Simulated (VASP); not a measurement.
GaB:

```xyz
2
Lattice="2.7182 0.0000 0.0000 0.0000 2.7182 0.0000 0.0000 0.0000 3.2362" Properties=species:S:1:pos:R:3 pbc="T T T"
Ga    1.3591    1.3591    1.6181
B     0.0000    0.0000    0.0000
```

The cell was built by a generator and needn't be a form met in nature.

- Program: VASP 6.6.1
- Task: relaxation of cell and atoms
- Functional: PBEsol
- Dispersion: D3(BJ)
- Potentials or basis: VASP PAW PBE potentials, release 64 (Ga_d, B)
- Cutoff: 600 eV
- k mesh: 10 × 10 × 8
- Occupations: fermi-dirac, width 0.05 eV
- Spin: no spin polarisation

At the start: pressure -7.4 GPa; volume 11.96 Å³/atom.

Problem. How do energy, volume and symmetry change on relaxing?

Solution. Over 8 steps the energy falls by 21.4 meV/atom and the volume is 11.10 Å³/atom (-7.1 %); space group P4/mmm (No. 123, to 0.05 Å).

The path:
```csv
step,energy change (eV),largest force (eV/Å),pressure (GPa),volume (Å³)
1,0.0000,0.0000,-7.45,23.91
2,-0.0394,0.0000,1.41,22.04
3,-0.0405,0.0000,0.06,22.28
4,-0.0405,0.0000,-0.16,22.31
5,-0.0418,0.0000,-0.33,22.28
6,-0.0427,0.0000,-0.10,22.19
7,-0.0428,0.0000,-0.20,22.20
8,-0.0428,0.0000,-0.10,22.21
```

Final structure:
```xyz
2
Lattice="2.6317 0.0000 0.0000 0.0000 2.6317 0.0000 0.0000 0.0000 3.2064" Properties=species:S:1:pos:R:3 pbc="T T T"
Ga    1.3158    1.3158    1.6032
B     0.0000    0.0000    0.0000
```

Caveat: the PAW data sets were made with another functional, which shifts forces and pressure a little; pairwise dispersion overbinds metals, which lowers pressure and volume.
